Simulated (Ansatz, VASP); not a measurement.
# Cross-check of ZnCo3 between VASP and Ansatz, part 2 of 2

Wanted: the spread between two codes on one cell, functional and k mesh. The cell is taken from a series of runs on this material, whose earlier steps may have relaxed, scaled, displaced or heated it; both programs get it as it stands.

VASP 6.6.1 and Ansatz 0.2.0.

So far. Step 3 (VASP: single point, PBEsol, pair 1): The run ends at a pressure of -8.67 GPa.

## (5) Ansatz: single point, PBEsol, pair 2

Level of this step: Ansatz beside VASP: Kohn-Sham DFT, plane waves, PBEsol (Ansatz).

A single point gives forces, pressure and levels at one fixed geometry, so differences don't come from the geometry; what else differs is listed under the comparison. This pair takes another cell of the material, with 8 atoms against 4 for the pair before.

The cell is taken from a series of runs on this material, whose earlier steps may have relaxed, scaled, displaced or heated it; both programs get it as it stands.

Input file input.yaml:

```yaml
crystal:
  lattice:
    - [0.0, 2.844629, 2.844629]
    - [2.844629, 0.0, 2.844629]
    - [5.689258, 5.689258, 0.0]
  atoms:
    - { symbol: Zn, position: [0.0, 0.0, 0.0] }
    - { symbol: Zn, position: [0.0, 0.0, 0.5] }
    - { symbol: Co, position: [0.25, 0.25, 0.125], spin: 2.0 }
    - { symbol: Co, position: [0.25, 0.25, 0.625], spin: -2.0 }
    - { symbol: Co, position: [0.75, 0.75, 0.375], spin: 2.0 }
    - { symbol: Co, position: [0.75, 0.75, 0.875], spin: -2.0 }
    - { symbol: Co, position: [0.5, 0.5, 0.25], spin: 2.0 }
    - { symbol: Co, position: [0.5, 0.5, 0.75], spin: -2.0 }
magnetization:
  spin_polarized: true
kpoints:
  mp_grid: { grid: [12, 12, 6] }
hamiltonian:
  xc: pbesol
  pseudopotentials: { kind: paw, azcp: { folder: soft_1 }, xc_functional: pbe }
scf:
  occupations: { method: fermi_dirac, width: 0.1 }
  lower_state_search: "off"
checkpoint:
  write: ground.run
  compress: false
  write_wavefunctions: false
  write_every: 100000
```

On the command line:

```console
> ansatz run input.yaml --threads 4 --pin off --max-ram 8192MiB --backend cpu --events-out ev --progress --plain --runs-dir out
```

Numbers of over 12 decimals in the logs are rounded to 6 here.

What it wrote:

```text
[...]
Crystal: 8 atoms, lattice volume = 92.074 Å³
Basis set: ecut = 420 eV, 1779 PW (Γ)
Bands: 83, of which v1, the nominal top of the filled ones, is band 63 counted from 1 (62 counted from 0)
Symmetry: 12 space group operations
[...]
k-points: 98 of 864
[...]
Starting moments: Σ|m| = 12 μB on 6 of 8 sites
[...]
Per-site moments (μB) at R_I (Å): [(6.650908269362528e-16, 1.016202), (-6.294681719976557e-16, 1.016202), (1.303892, 1.016202), (-1.303892, 1.016202), (1.303892, 1.016202), (-1.303892, 1.016202), (1.741691, 1.016202), (-1.741691, 1.016202)]
Free energy (F): -37118.711265 eV
[...]
Internal energy: -37118.300180 eV  (E = F + TS)
E sigma→0 (E₀):  -37118.505722 eV
Entropy (-TS):   -0.411085 eV (-51.386 meV/atom)
Fermi energy:    16.623637 eV
[...]
[key lines of the parts left out:]
SCF converged after 21 iterations
Magnetization: 0.0000 μB (63.0000 up, 63.0000 down)
```

## (6) VASP: single point, PBEsol, pair 2

The same cell, functional, mesh and smearing now go to VASP, with its own data sets.

Input file INCAR:

```
SYSTEM = ZnCo3
PREC = Accurate
ENCUT = 520
EDIFF = 1E-06
NELM = 200
ISMEAR = -1
SIGMA = 0.1
LREAL = .FALSE.
ALGO = Normal
GGA = PS
NBANDS = 52
ISPIN = 2
MAGMOM = 0 -0 1.3 -1.3 1.3 -1.3 1.74 -1.74
LASPH = .TRUE.
LMAXMIX = 4
LORBIT = 11
LWAVE = .FALSE.
LCHARG = .FALSE.
ISIF = 2
GGA_COMPAT = .FALSE.
KPAR = 2
```

Input file POSCAR:

```
ZnCo3
1.0
    0.0000000000      2.8446290000      2.8446290000
    2.8446290000      0.0000000000      2.8446290000
    5.6892580000      5.6892580000      0.0000000000
Zn Co
2 6
Direct
    0.0000000000      0.0000000000      0.0000000000
    0.0000000000      0.0000000000      0.5000000000
    0.2500000000      0.2500000000      0.1250000000
    0.2500000000      0.2500000000      0.6250000000
    0.7500000000      0.7500000000      0.3750000000
    0.7500000000      0.7500000000      0.8750000000
    0.5000000000      0.5000000000      0.2500000000
    0.5000000000      0.5000000000      0.7500000000
```

Input file KPOINTS:

```
Automatic mesh
0
Gamma
12 12 6
0 0 0
```

The projector-augmented-wave data sets are Zn and Co (PBE family, release 64).

On the command line:

```console
> mpirun -np 2 vasp_std
```

What it wrote:

```text
[banner, memory and clock lines left out]
running    2 mpi-ranks, on    1 nodes
[...]
[... a notice as in an earlier step ...]

 LDA part: xc-table for (Slater+PW92), standard interpolation
|                                                                             |
|           W    W    AA    RRRRR   N    N  II  N    N   GGGG   !!!           |
|           W    W   A  A   R    R  NN   N  II  NN   N  G    G  !!!           |
|           W    W  A    A  R    R  N N  N  II  N N  N  G       !!!           |
|           W WW W  AAAAAA  RRRRR   N  N N  II  N  N N  G  GGG   !            |
|           WW  WW  A    A  R   R   N   NN  II  N   NN  G    G                |
|           W    W  A    A  R    R  N    N  II  N    N   GGGG   !!!           |
|                                                                             |
|     Your reciprocal lattice and k-lattice belong to different lattice       |
|     classes:                                                                |
|                                                                             |
|        The reciprocal lattice is rhombohedral (trigonal),                   |
|        whereas your k-lattice is body-centered cubic.                       |
|                                                                             |
|     Results are often still useful ...                                      |
|                                                                             |

 POSCAR, INCAR and KPOINTS ok, starting setup
[...]
entering main loop
       N       E                     dE             d eps       ncg     rms          rms(c)
DAV:   1     0.616626586499E+03    0.61663E+03   -0.34066E+04 20472   0.218E+03
DAV:   2     0.135265240554E+02   -0.60310E+03   -0.57336E+03 20384   0.440E+02
DAV:   3    -0.543291842210E+02   -0.67856E+02   -0.61292E+02 20516   0.177E+02
DAV:   4    -0.562361929217E+02   -0.19070E+01   -0.18934E+01 22588   0.334E+01
[...]
DAV:  16    -0.485186466357E+02   -0.38405E-05   -0.17105E-04 24740   0.161E-01    0.459E-02
DAV:  17    -0.485186449200E+02    0.17157E-05   -0.44575E-05 22272   0.889E-02    0.263E-02
DAV:  18    -0.485186451027E+02   -0.18272E-06   -0.37966E-06 19476   0.295E-02
   1 F= -.48518645E+02 E0= -.48308135E+02  d E =-.421020E+00  mag=    -0.0000
```

Parts of OUTCAR (step 6):

```text
  Total       -4.6189245     -4.6189245     -4.6189245      0.8924986     -0.8924986     -0.8924986
  in kB      -80.3738098    -80.3738098    -80.3738098     15.5303505    -15.5303505    -15.5303505
  external PRESSURE =     -80.3738098 kB  Pullay stress =       0.0000000 kB

 POSITION                                       TOTAL-FORCE (eV/Angst)
 -----------------------------------------------------------------------------------
      0.00000      0.00000      0.00000        -0.000000      0.000000      0.000000
      2.84463      2.84463      0.00000        -0.000000      0.000000      0.000000
      1.42231      1.42231      1.42231         0.168373      0.168373     -0.168373
      4.26694      4.26694      1.42231         0.168373      0.168373     -0.168373
      4.26694      4.26694      4.26694        -0.168373     -0.168373      0.168373
      7.11157      7.11157      4.26694        -0.168373     -0.168373      0.168373
      2.84463      2.84463      2.84463        -0.000000     -0.000000      0.000000
      5.68926      5.68926      2.84463        -0.000000      0.000000      0.000000
 -----------------------------------------------------------------------------------
    total drift:                                0.000000     -0.000000     -0.000000

  FREE ENERGIE OF THE ION-ELECTRON SYSTEM (eV)
  ---------------------------------------------------
  free  energy   TOTEN  =       -48.5186451027 eV

  energy  without entropy=      -48.0976255361  energy(sigma->0) =      -48.30813532

 magnetization (x)
# of ion       s       p       d       tot
------------------------------------------
    1        0.000   0.000   0.000   0.000
    2        0.000   0.000   0.000   0.000
    3        0.004   0.007   1.277   1.287
    4       -0.004  -0.007  -1.277  -1.287
    5        0.004   0.007   1.277   1.287
    6       -0.004  -0.007  -1.277  -1.287
    7        0.004  -0.009   1.707   1.702
    8       -0.004   0.009  -1.707  -1.702
--------------------------------------------------
tot          0.000   0.000   0.000   0.000

[... 3 further parts left out ...]
[key lines of the parts left out:]
E-fermi :   8.0456
```

The run ends at a pressure of -8.04 GPa, with forces up to 0.29 eV/Å.

## (7) Comparison

What differs besides the data sets and the points named for the pairs above, as far as they apply: the data sets hold 126 valence electrons in Ansatz (on its PAW soft_1 files) and 78 in VASP. Total energies have different zeros and are not compared.

The two programs side by side:

```tsv
quantity	Ansatz	VASP	difference
moment on Co7 (μB)	1.74	1.70	+0.04
moment on Co8 (μB)	-1.74	-1.70	-0.04
moment on Co4 (μB)	-1.30	-1.29	-0.02
moment on Co3 (μB)	1.30	1.29	+0.02
moment on Co6 (μB)	-1.30	-1.29	-0.02
moment on Co5 (μB)	1.30	1.29	+0.02
```

## (8) Results

```
difference in total moment (single point, PBEsol, pair 1)  : 0.053 μB
difference in moment on Co7 (single point, PBEsol, pair 2) : 0.040 μB
```

**Reading.** The difference in total moment is 0.053 μB (single point, PBEsol, pair 1). The data sets hold unlike numbers of valence electrons (63 in Ansatz and 39 in VASP and 126 in Ansatz and 78 in VASP), so part of the differences comes from the potentials. Such differences can come from data sets, numerical settings and the points named under the comparisons, not from the functional's error against experiment.

[Lines on the potential files, build, host, timing and source positions are cut from VASP's logs without a mark.]

[Logs are printed without paths, hosts, clocks, repeated set-up lines and the standing remarks that a program may print on its own settings, such as how far it seeks lower states.]

[Hosts, paths, dates, database ids (printed as entryN), source tags and the programs' standing remarks are cut or masked in the printed files.]
